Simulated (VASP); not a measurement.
Input:

```
Li2Se
1.0
    0.00000     2.92625     2.92625
    2.92625     0.00000     2.92625
    2.92625     2.92625     0.00000
Li Se
2 1
Direct
  0.25000   0.25000   0.25000
  0.75000   0.75000   0.75000
  0.00000   0.00000   0.00000
```

Calculation: LDA (Ceperley-Alder, Perdew-Zunger), VASP's LDA PAW potentials (set 64) (plane waves; VASP). Numerical set-up: 520 eV cut-off, 8×8×8 Γ-centred mesh, Gaussian smearing of 0.050 eV, potentials Li_sv Se.

Estimate the energy per atom (σ→0), band gap (on the k-mesh) with the smallest direct gap where there is one.

| Quantity | Result |
|---|---|
| band gap (on the k-mesh) | 2.74 eV |
| smallest direct gap (on the k-mesh) | 3.55 eV |
| energy per atom (σ→0) | -4.060 eV/atom |

Only differences to runs with the same potentials and settings are physical.

The compound is Li2Se in the antifluorite structure. It was relaxed first, which changed the volume by -7 %.
